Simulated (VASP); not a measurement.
# Ag3F (Fm-3m) in VASP: a series of runs

The runs below take Ag3F through relaxation of cell and atoms, electrostatic potential, with PBEsol, PBE+D2+U.

All numbers are computed with VASP 6.6.1; they aren't measurements. Logs are shortened: lines on timing, memory, paths and dates and some standing lists are left out, and cuts for length are marked.

## Step 1: Starting point

It takes space group Fm-3m (No. 225, cubic). The conventional cell has a = 6.432 Å, b = 6.432 Å, c = 6.432 Å, α = 90.00°, β = 90.00°, γ = 90.00°. Ag (site symmetry -43m) has 4 Ag at 2.79 Å and 4 F at 2.79 Å as nearest neighbours. Ag (site symmetry m-3m) has 8 Ag at 2.79 Å as nearest neighbours. F (site symmetry m-3m) has 8 Ag at 2.79 Å as nearest neighbours.

The cell was built by a generator and needn't be a form met in nature.

## Step 2: Relaxation of cell and atoms, PBEsol

File INCAR:

```
SYSTEM = Ag3F
PREC     = Accurate       ! precision mode
ENCUT    = 600            ! plane-wave cutoff, eV
EDIFF    = 1E-6           ! SCF threshold, eV
ISMEAR   = 0              ! smearing method
SIGMA    = 0.05           ! smearing width, eV
LREAL    = .FALSE.        ! projectors in reciprocal space
LASPH    = .TRUE.         ! aspherical terms in the spheres
NELM     = 60             ! most SCF steps
ALGO     = Fast           ! electronic algorithm
ISIF     = 3              ! what is computed and relaxed
LWAVE    = .FALSE.        ! write WAVECAR
LCHARG   = .FALSE.        ! write CHGCAR
GGA      = PS             ! functional
IBRION   = 2              ! ionic algorithm
NSW      = 40             ! ionic steps
EDIFFG   = -0.005         ! ionic threshold
```

File KPOINTS:

```
Automatic mesh
0
G
  7 7 7
  0 0 0
```

File POSCAR:

```
Ag3F
1.0
    0.0000000000      3.2160900000      3.2160900000
    3.2160900000      0.0000000000      3.2160900000
    3.2160900000      3.2160900000      0.0000000000
Ag F
3 1
Direct
    0.2500000000      0.2500000000      0.2500000000
    0.7500000000      0.7500000000      0.7500000000
    0.5000000000      0.5000000000      0.5000000000
    0.0000000000      0.0000000000      0.0000000000
```

Potentials or basis: VASP PAW PBE potentials, release 64 (Ag, F).

Run with:

```bash
$ cat potpaw_PBE.64/Ag/POTCAR potpaw_PBE.64/F/POTCAR > POTCAR
$ mpirun -np 1 vasp_std > vasp.out
```

OUTCAR:

```text
SYSTEM = Ag3F
   PREC = Accurate
   ENCUT = 600
   EDIFF = 1E-6
   ISMEAR = 0
   LREAL = .FALSE.
   LASPH = .TRUE.
   NELM = 60
   ISIF = 3
   GGA = PS
   IBRION = 2
   NSW = 40
   EDIFFG = -0.005

 ion  position               nearest neighbor table
   1  0.250  0.250  0.250-   3 2.79   3 2.79   3 2.79   3 2.79   2 3.22   2 3.22   2 3.22   2 3.22
                             2 3.22   2 3.22
   2  0.750  0.750  0.750-   3 2.79   3 2.79   3 2.79   3 2.79   1 3.22   1 3.22   1 3.22   1 3.22
                             1 3.22   1 3.22
   3  0.500  0.500  0.500-   1 2.79   1 2.79   1 2.79   1 2.79   2 2.79   2 2.79   2 2.79   2 2.79

   4  0.000  0.000  0.000-

  LATTYP: Found a face centered cubic cell.
 ALAT       =     6.4321800000

  Lattice vectors:

 A1 = (   0.0000000000,   3.2160900000,   3.2160900000)
 A2 = (   3.2160900000,   0.0000000000,   3.2160900000)
 A3 = (   3.2160900000,   3.2160900000,   0.0000000000)

Analysis of symmetry for initial positions (statically):
=====================================================================
 Subroutine PRICEL returns:
 Original cell was already a primitive cell.

 Routine SETGRP: Setting up the symmetry group for a
 face centered cubic supercell.

 Subroutine GETGRP returns: Found 48 space group operations
 (whereof 48 operations were pure point group operations)
 out of a pool of 48 trial point group operations.

The static configuration has the point symmetry O_h .

Analysis of symmetry for dynamics (positions and initial velocities):
=====================================================================
 Subroutine PRICEL returns:
 Original cell was already a primitive cell.

 Routine SETGRP: Setting up the symmetry group for a
 face centered cubic supercell.

 Subroutine GETGRP returns: Found 48 space group operations
 (whereof 48 operations were pure point group operations)
 out of a pool of 48 trial point group operations.

The dynamic configuration has the point symmetry O_h .

 Subroutine INISYM returns: Found 48 space group operations
 (whereof 48 operations are pure point group operations),
 and found     1 'primitive' translations

----------------------------------------------------------------------------------------

                                     Primitive cell

  volume of cell :      66.5295

  direct lattice vectors                    reciprocal lattice vectors
     0.000000000  3.216090000  3.216090000    -0.155468286  0.155468286  0.155468286
     3.216090000  0.000000000  3.216090000     0.155468286 -0.155468286  0.155468286
     3.216090000  3.216090000  0.000000000     0.155468286  0.155468286 -0.155468286

  length of vectors
     4.548238096  4.548238096  4.548238096     0.269278970  0.269278970  0.269278970

  position of ions in fractional coordinates (direct lattice)
     0.250000000  0.250000000  0.250000000
     0.750000000  0.750000000  0.750000000
     0.500000000  0.500000000  0.500000000
     0.000000000  0.000000000  0.000000000

  ion indices of the primitive-cell ions
   primitive index   ion index
                 1           1
                 2           2
                 3           3
                 4           4

----------------------------------------------------------------------------------------

 KPOINTS: Automatic mesh

Automatic generation of k-mesh.
 Grid dimensions read from file:
 generate k-points for:    7    7    7

 Generating k-lattice:

  Cartesian coordinates                     Fractional coordinates (reciprocal lattice)
    -0.022209755  0.022209755  0.022209755     0.142857143  0.000000000  0.000000000
     0.022209755 -0.022209755  0.022209755     0.000000000  0.142857143  0.000000000
     0.022209755  0.022209755 -0.022209755     0.000000000  0.000000000  0.142857143

  Length of vectors
     0.038468424  0.038468424  0.038468424

  Shift w.r.t. Gamma in fractional coordinates (k-lattice)
     0.000000000  0.000000000  0.000000000

 Subroutine IBZKPT returns following result:
 ===========================================

 Found     20 irreducible k-points:

 Following reciprocal coordinates:
            Coordinates               Weight
  0.000000  0.000000  0.000000      1.000000
  0.142857  0.000000  0.000000      8.000000
  0.285714  0.000000  0.000000      8.000000
  0.428571  0.000000  0.000000      8.000000
  0.142857  0.142857  0.000000      6.000000
  0.285714  0.142857  0.000000     24.000000
[... 12 lines left out ...]
 -0.428571  0.428571  0.142857     24.000000
 -0.285714  0.428571  0.142857     24.000000
   k-points           NKPTS =     20   k-points in BZ     NKDIM =     20   number of bands    NBANDS=     24
   number of dos      NEDOS =    301   number of ions     NIONS =      4
   total plane-waves  NPLWV =  46656
   dimension x,y,z NGX =    36 NGY =   36 NGZ =   36
   dimension x,y,z NGXF=    72 NGYF=   72 NGZF=   72
   ions per type =               3   1
   NGX,Y,Z   is equivalent  to a cutoff of  13.16, 13.16, 13.16 a.u.
   NGXF,Y,Z  is equivalent  to a cutoff of  26.32, 26.32, 26.32 a.u.
 SYSTEM =  Ag3F
   PREC   = accura    normal or accurate (medium, high low for compatibility)
   ISTART =      0    job   : 0-new  1-cont  2-samecut
   ICHARG =      2    charge: 1-file 2-atom 10-const
   ISPIN  =      1    spin polarized calculation?
   LNONCOLLINEAR =      F non collinear calculations
   LSORBIT =      F    spin-orbit coupling
   LASPH  =      T    aspherical Exc in radial PAW
   ENCUT  =  600.0 eV  44.10 Ry    6.64 a.u.   9.08  9.08  9.08*2*pi/ulx,y,z
   NELM   =     60;   NELMIN=  2; NELMDL= -5     # of ELM steps
   EDIFF  = 0.1E-05   stopping-criterion for ELM
   LREAL  =      F    real-space projection
   EDIFFG = -.5E-02   stopping-criterion for IOM
   NSW    =     40    number of steps for IOM
   IBRION =      2    ionic relax: 0-MD 1-quasi-New 2-CG
   NFREE  =      1    steps in history (QN), initial steepest desc. (CG)
   ISIF   =      3    stress and relaxation
   ISYM   =      2    0-nonsym 1-usesym 2-fastsym
   POTIM  = 0.5000    time-step for ionic-motion
   TEBEG  =    0.0;   TEEND  =   0.0 temperature during run
   PSTRESS=    0.0 pullay stress
   NELECT =      40.0000    total number of electrons
   NUPDOWN=      -1.0000    fix difference up-down
   EMIN   =  10.00;   EMAX   =-10.00  energy-range for DOS
   EFERMI =   0.00;   METHOD = LEGACY
   ISMEAR =     0;   SIGMA  =   0.05  broadening in eV -4-tet -1-fermi 0-gaus
   EFERMI_NEDOS =   21; number of points for ismear=-14 and -15
   IALGO  =     68    algorithm
   IMIX   =      4    mixing-type and parameters
     AMIX     =   0.40;   BMIX     =  1.00
     AMIX_MAG =   1.60;   BMIX_MAG =  1.00
  volume/ion in A,a.u.               =      16.63       112.24
  Fermi-wavevector in a.u.,A,eV,Ry     =   1.381730  2.611092 25.975955  1.909179
  Thomas-Fermi vector in A             =   2.506488
   LORBIT       =      0    0 simple, 1 ext, 2 COOP (PROOUT), +10 PAW based schemes
   GGA     = PS    functional components
   LHFCALC =     F    Hartree Fock is set to
   AEXX    =    0.0000 exact exchange contribution
   IVDW    =     0    specifies the selected vdW correction
   LEPSILON=     F    determine dielectric tensor
   LRPA    =     F    only Hartree local field effects (RPA)
 conjugate gradient relaxation of ions
 non-spin polarized calculation
 RMM-DIIS sequential band-by-band and
 Gauss-broadening in eV      SIGMA  =   0.05
  energy-cutoff  :      600.00
  volume of cell :       66.53
 maximum number of plane-waves:      2239
   NGX = 19   NGY = 19   NGZ = 19

--------------------------------------- Ionic step        1  -------------------------------------------

 number of electron      39.9999987 magnetization

 Free energy of the ion-electron system (eV)
  ---------------------------------------------------
  ext. energy  EPLUGINS =         0.00000000
  ---------------------------------------------------
  free energy    TOTEN  =       -12.74912386 eV

  energy without entropy =      -12.74911155  energy(sigma->0) =      -12.74911771

------------------------ aborting loop because EDIFF is reached ----------------------------------------

  FORCE on cell =-STRESS in cart. coord.  units (eV):
  Direction    XX          YY          ZZ          XY          YZ          ZX
  --------------------------------------------------------------------------------------
  -------------------------------------------------------------------------------------
  Total       -2.5816603     -2.5816603     -2.5816603      0.0000000      0.0000000     -0.0000000
  in kB      -62.1720374    -62.1720374    -62.1720374      0.0000000      0.0000000     -0.0000000
  external PRESSURE =     -62.1720374 kB  Pullay stress =       0.0000000 kB

 VOLUME and BASIS-vectors are now :
 -----------------------------------------------------------------------------
  energy-cutoff  :      600.00
  volume of cell :       66.53
      direct lattice vectors                 reciprocal lattice vectors
     0.000000000  3.216090000  3.216090000    -0.155468286  0.155468286  0.155468286
     3.216090000  0.000000000  3.216090000     0.155468286 -0.155468286  0.155468286
     3.216090000  3.216090000  0.000000000     0.155468286  0.155468286 -0.155468286
[... 39 lines left out ...]
 POSITION                                       TOTAL-FORCE (eV/Angst)
 -----------------------------------------------------------------------------------
      1.55798      1.55798      1.55798         0.000000      0.000000      0.000000
      4.67393      4.67393      4.67393        -0.000000     -0.000000     -0.000000
      3.11595      3.11595      3.11595         0.000000      0.000000     -0.000000
      3.11595      6.23190      3.11595         0.000000      0.000000     -0.000000
 -----------------------------------------------------------------------------------
    total drift:                                0.000000      0.000000      0.000000

  FREE ENERGIE OF THE ION-ELECTRON SYSTEM (eV)
  ---------------------------------------------------
  free  energy   TOTEN  =       -12.8468372310 eV

  energy  without entropy=      -12.8468231023  energy(sigma->0) =      -12.84683017

--------------------------------------- Ionic step        3  -------------------------------------------

 number of electron      40.0000011 magnetization

 Free energy of the ion-electron system (eV)
  ---------------------------------------------------
  ext. energy  EPLUGINS =         0.00000000
  ---------------------------------------------------
  free energy    TOTEN  =       -12.85345108 eV

  energy without entropy =      -12.85343727  energy(sigma->0) =      -12.85344417

 E-fermi :   6.7613     XC(G=0): -12.0200

 val. band max:        6.6428081884   @ k =  -0.4286   0.1429   0.0000
 cond. band min:       6.8685202325   @ k =   0.4286   0.0000   0.0000
 fundamental gap:      0.2257120440
 Fermi energy:         6.7612735065

 k-point     1 :       0.0000    0.0000    0.0000
  band No.  band energies     occupation
      1     -15.7015      2.00000
      2       0.7938      2.00000
      3       0.9781      2.00000
      4       0.9781      2.00000
      5       0.9781      2.00000
      6       0.9906      2.00000
[... 16 lines left out ...]
     23      13.2466      0.00000
     24      14.2829      0.00000
[... 533 lines left out ...]
 POSITION                                       TOTAL-FORCE (eV/Angst)
 -----------------------------------------------------------------------------------
      1.56732      1.56732      1.56732         0.000000      0.000000      0.000000
      4.70197      4.70197      4.70197        -0.000000     -0.000000     -0.000000
      3.13464      3.13464      3.13464         0.000000     -0.000000      0.000000
      0.00000      0.00000      0.00000         0.000000     -0.000000      0.000000
 -----------------------------------------------------------------------------------
    total drift:                                0.000000      0.000000      0.000000

  FREE ENERGIE OF THE ION-ELECTRON SYSTEM (eV)
  ---------------------------------------------------
  free  energy   TOTEN  =       -12.8534510787 eV

  energy  without entropy=      -12.8534372697  energy(sigma->0) =      -12.85344417

 reached required accuracy - stopping structural energy minimisation
```

Wall time 3.2 min (1 thread of AMD EPYC, shared host); peak memory 0.2 GiB.

Results:

| Property | Result |
| --- | --- |
| Free energy | -12.8535 eV |
| Relaxed volume | 15.40 Å³/atom |
| Relaxed cell | a = 4.433 Å, b = 4.433 Å, c = 4.433 Å, α = 60.00°, β = 60.00°, γ = 60.00° |
| Space group after relaxing (to 0.05 Å) | Fm-3m (No. 225) |
| Energy gained by relaxing | 26.1 meV/atom |
| Ionic steps | 3 |
| Pressure after relaxing | 0.0 GPa |
| Band gap on the k mesh | none (metal or under the smearing width) |

The path:
```
step  energy change (eV)  largest force (eV/Å)  pressure (GPa)  volume (Å³)
   1              0.0000                0.0000           -6.22        66.53
   2             -0.0977                0.0000            1.92        60.51
   3             -0.1043                0.0000           -0.01        61.60
```

Final structure:
```xyz
4
Lattice="0.0000 3.1346 3.1346 3.1346 0.0000 3.1346 3.1346 3.1346 0.0000" Properties=species:S:1:pos:R:3 pbc="T T T"
Ag    1.5673    1.5673    1.5673
Ag    4.7020    4.7020    4.7020
Ag    3.1346    3.1346    3.1346
F     0.0000    0.0000    0.0000
```

Caveat: the PAW data sets were made with another functional, which shifts forces and pressure a little.

## Step 3: Electrostatic potential, PBE+D2+U (cell strained at random at fixed volume)

File INCAR:

```
PREC = Accurate ; ENCUT = 500
EDIFF = 1E-6 ; ISMEAR = -1
SIGMA = 0.1 ; LREAL = F
LASPH = T ; NELM = 100
ALGO = Normal ; ISIF = 2
LWAVE = F ; LCHARG = T
LMAXMIX = 4 ; LDAU = T
LDAUTYPE = 1 ; LDAUL = 2 -1
LDAUU = 4 0 ; LDAUJ = 1 0
LDAUPRINT = 1 ; GGA = PE
IVDW = 1 ; LVHAR = T
```

File KPOINTS:

```
regular mesh
0
Gamma
  7 7 7
```

File POSCAR:

```
Ag3F
4.4896
   -0.006987259444      0.691018799002      0.722815395581
    0.714391705274     -0.017431174269      0.733259087669
    0.707732537420      0.694803545973     -0.010772229152
Ag F
3 1
Direct
    0.2500000000      0.2500000000      0.2500000000
    0.7500000000      0.7500000000      0.7500000000
    0.5000000000      0.5000000000      0.5000000000
    0.0000000000      0.0000000000      0.0000000000
```

Potentials or basis: VASP PAW PBE potentials, release 64 (Ag, F).

Run with:

```bash
$ cat potpaw_PBE.64/Ag/POTCAR potpaw_PBE.64/F/POTCAR > POTCAR
$ mpirun -np 1 vasp_std > vasp.out
```

Wall time 6.7 min (1 thread of AMD EPYC, shared host); peak memory 0.32 GiB.

The run converged. Its results:

```
Free energy                : -10.0668 eV
Pressure                   : -1.2 GPa
Largest force              : 0.125 eV/Å
Band gap on the k mesh     : none (metal or under the smearing width)
Dispersion energy per atom : -0.458 eV
```

Forces on the atoms (eV/Å):
```
Ag  -0.103 -0.017 -0.069
Ag   0.103  0.017  0.069
Ag   0.000  0.000  0.000
F    0.000  0.000  0.000
```

Stress tensor (GPa, compression positive):
```
-1.08  0.11  0.05
 0.11 -0.77  0.20
 0.05  0.20 -1.64
```

Levels at points of the mesh, in eV from the Fermi level:
| k point | band 16 | band 17 | band 18 | band 19 | band 20 | band 21 | band 22 | band 23 | band 24 |
| --- | --- | --- | --- | --- | --- | --- | --- | --- | --- |
| (0.00, 0.00, 0.00) | -3.79 | -3.73 | -3.09 | -3.05 | -3.02 | 6.13 | 6.43 | 6.68 | 7.13 |

Eigenvalues of the final occupation matrices:
```
    site  spin  trace               eigenvalues
site 1 d     1   4.70  0.94 0.94 0.94 0.94 0.94
site 1 d     2   4.70  0.94 0.94 0.94 0.94 0.94
site 2 d     1   4.70  0.94 0.94 0.94 0.94 0.94
site 2 d     2   4.70  0.94 0.94 0.94 0.94 0.94
site 3 d     1   4.69  0.93 0.93 0.93 0.95 0.95
site 3 d     2   4.69  0.93 0.93 0.93 0.95 0.95
```

Caveat: atom-pairwise D2, TS and ULG terms overbind metals; U without spin polarisation on a metal has little footing; pairwise dispersion overbinds metals, which lowers pressure and volume.

## Step 4: The reference run

An earlier run on the cell as given: functional PBE; potentials or basis VASP PAW PBE potentials, release 64 (Ag, F); cutoff 520 eV; k mesh 7 × 7 × 7; occupations fermi-dirac, width 0.05 eV; no spin polarisation.

- Pressure: -0.2 GPa
- Band gap on the k mesh: none (metal or under the smearing width)

## Step 5: The runs side by side

| task | level | U | cell | cutoff (eV) | smearing | LDAUTYPE | hund's J | gap on the mesh (eV) | pressure (GPa) |
| --- | --- | --- | --- | --- | --- | --- | --- | --- | --- |
| relaxation of cell and atoms | PBEsol | - | relaxed | 600 | gaussian 0.05 eV | - | - | none | 0.0 |
| electrostatic potential | PBE+D2+U | Ag d U = 4 eV, J = 1.0 eV | cell strained at random at fixed volume | 500 | fermi-dirac 0.1 eV | 1 | 1 | none | -1.2 |
| single point | PBE | - | as given | 520 | fermi-dirac 0.05 eV | - | - | none | -0.2 |

Alike in all rows: potentials or basis VASP PAW PBE potentials, release 64 (Ag, F); no spin polarisation; k mesh 7 × 7 × 7.

Caveats: the PAW data sets were made with another functional, which shifts forces and pressure a little (some runs); atom-pairwise D2, TS and ULG terms overbind metals (some runs); U without spin polarisation on a metal has little footing (some runs); pairwise dispersion overbinds metals, which lowers pressure and volume (some runs).

Total energies depend on the potentials used, so only differences within one code and one set of settings carry meaning.
